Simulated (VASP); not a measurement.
Calculation: r2SCAN meta-GGA, VASP's PBE PAW potentials (set 64) (plane waves; VASP 6.6.1).

Input for VASP

File POSCAR:
```
TiC
1
   -0.0000000000     2.1662879610     2.1662879610
    2.1662879610    -0.0000000000     2.1662879610
    2.1662879610     2.1662879610    -0.0000000000
Ti C
1 1
Direct
  0.0000000000   0.0000000000   0.0000000000
  0.5000000000   0.5000000000   0.5000000000
```

**KPOINTS**
```
Automatic
0
Gamma
  16 16 16
0 0 0
```

### INCAR
```
IBRION = 2   # conjugate gradients
SIGMA = 0.1   # width (eV)
EDIFF = 1E-5   # SCF stop (eV)
ISMEAR = 1   # Methfessel-Paxton
LMIXTAU = .True.
ALGO = Normal
METAGGA = R2SCAN
SYSTEM = TiC
ISIF = 2
NSW = 20
LMAXMIX = 4
LWAVE = .False.
ENCUT = 450
NELMIN = 4
LREAL = .False.
LCHARG = .False.
LASPH = .True.   # aspherical one-centre terms
PREC = Normal
NELM = 100
EDIFFG = -0.03   # ionic stop
```

POTCAR, in this order: Ti_sv C (PBE.64 set). Program: vasp_std.

Output of the run:

**OSZICAR**
```
       N       E                     dE             d eps       ncg     rms          rms(c)
DAV:   1     0.105629602324E+03    0.10563E+03   -0.79618E+03  3508   0.149E+03
DAV:   2    -0.242335525848E+02   -0.12986E+03   -0.12408E+03  3596   0.376E+02
DAV:   3    -0.334409646994E+02   -0.92074E+01   -0.88015E+01  4624   0.966E+01
DAV:   4    -0.339234654674E+02   -0.48250E+00   -0.48172E+00  4632   0.204E+01
DAV:   5    -0.339377458173E+02   -0.14280E-01   -0.14279E-01  4648   0.314E+00    0.193E+01
DAV:   6    -0.245857339640E+02    0.93520E+01   -0.27550E+01  4440   0.844E+01    0.533E+00
DAV:   7    -0.248274757017E+02   -0.24174E+00   -0.39362E+00  3940   0.279E+01    0.448E+00
DAV:   8    -0.248394471020E+02   -0.11971E-01   -0.37834E-01  3952   0.744E+00    0.221E+00
DAV:   9    -0.249065963207E+02   -0.67149E-01   -0.12439E-01  3920   0.561E+00    0.141E+00
DAV:  10    -0.248726886715E+02    0.33908E-01   -0.11124E-01  4452   0.524E+00    0.418E-01
DAV:  11    -0.248657443819E+02    0.69443E-02   -0.70546E-03  4252   0.921E-01    0.113E-01
DAV:  12    -0.248687221877E+02   -0.29778E-02   -0.67306E-03  3540   0.937E-01    0.531E-02
DAV:  13    -0.248693930695E+02   -0.67088E-03   -0.91531E-04  3616   0.320E-01    0.487E-02
DAV:  14    -0.248693560950E+02    0.36974E-04   -0.15538E-04  5040   0.158E-01    0.123E-02
DAV:  15    -0.248693597737E+02   -0.36787E-05   -0.21272E-05  3296   0.438E-02
   1 F= -.24869360E+02 E0= -.24869163E+02  d E =-.248694E+02
```

### OUTCAR
```
------------------------ aborting loop because EDIFF is reached ----------------------------------------
  FORCE on cell =-STRESS in cart. coord.  units (eV):
  Direction    XX          YY          ZZ          XY          YZ          ZX
  --------------------------------------------------------------------------------------
  Total       -0.0299184     -0.0299184     -0.0299184      0.0000000      0.0000000     -0.0000000
  in kB       -2.3576016     -2.3576016     -2.3576016      0.0000000      0.0000000     -0.0000000
  external PRESSURE =      -2.3576016 kB  Pullay stress =       0.0000000 kB
  volume of cell :       20.33
      direct lattice vectors                 reciprocal lattice vectors
     0.000000000  2.166287961  2.166287961    -0.230809573  0.230809573  0.230809573
     2.166287961  0.000000000  2.166287961     0.230809573 -0.230809573  0.230809573
     2.166287961  2.166287961  0.000000000     0.230809573  0.230809573 -0.230809573
 POSITION                                       TOTAL-FORCE (eV/Angst)
 -----------------------------------------------------------------------------------
      0.00000      0.00000      0.00000         0.000000      0.000000     -0.000000
      2.16629      2.16629      2.16629         0.000000      0.000000      0.000000
 -----------------------------------------------------------------------------------
    total drift:                                0.000000     -0.000000     -0.000000
  FREE ENERGIE OF THE ION-ELECTRON SYSTEM (eV)
  ---------------------------------------------------
  free  energy   TOTEN  =       -24.8693597737 eV

  energy  without entropy=      -24.8687693667  energy(sigma->0) =      -24.86916297

 reached required accuracy - stopping structural energy minimisation
```
(Selected blocks of OUTCAR.)

OUTCAR:
```
 val. band max:        9.4628387917   @ k =   0.4375   0.3750   0.0000

 cond. band min:       9.4865086187   @ k =   0.1875   0.1875   0.0000


 Fermi energy:         9.4771964363

 k-point     1 :       0.0000    0.0000    0.0000
  band No.  band energies     occupation
      1     -49.4992      2.00000
      2     -24.4801      2.00000
      3     -24.4801      2.00000
      4     -24.4797      2.00000
      5      -3.7201      2.00000
      6      10.3431     -0.00000
      7      10.3432     -0.00000
      8      10.3432     -0.00000
      9      11.1443     -0.00000
     10      11.1448     -0.00000
     11      11.1448     -0.00000
     12      11.1958     -0.00000

 k-point     2 :       0.0625    0.0000    0.0000
  band No.  band energies     occupation
      1     -49.4961      2.00000
      2     -24.5003      2.00000
      3     -24.4819      2.00000
      4     -24.4816      2.00000
      5      -3.6287      2.00000
      6       9.8102     -0.00003
      7       9.9987     -0.00000
      8       9.9990     -0.00000
      9      10.5851     -0.00000
     10      10.5851     -0.00000
     11      11.4646     -0.00000
     12      12.2356      0.00000

 k-point     3 :       0.1250    0.0000    0.0000
  band No.  band energies     occupation
      1     -49.4881      2.00000
      2     -24.5576      2.00000
      3     -24.4871      2.00000
      4     -24.4867      2.00000
      5      -3.3628      2.00000
      6       8.8470      2.00000
      7       9.1208      2.00001
      8       9.1211      2.00001
      9      10.7326     -0.00000
     10      10.7326     -0.00000
     11      11.8533      0.00000
     12      13.3581      0.00000

 k-point     4 :       0.1875    0.0000    0.0000
  band No.  band energies     occupation
      1     -49.4762      2.00000
      2     -24.6425      2.00000
      3     -24.4947      2.00000
      4     -24.4944      2.00000
      5      -2.9385      2.00000
      6       7.7440      2.00000
...
```

At this cut-off the stress carries a Pulay error, which pulls relaxed volumes low.

The compound is TiC in the rock salt structure. It was relaxed first.
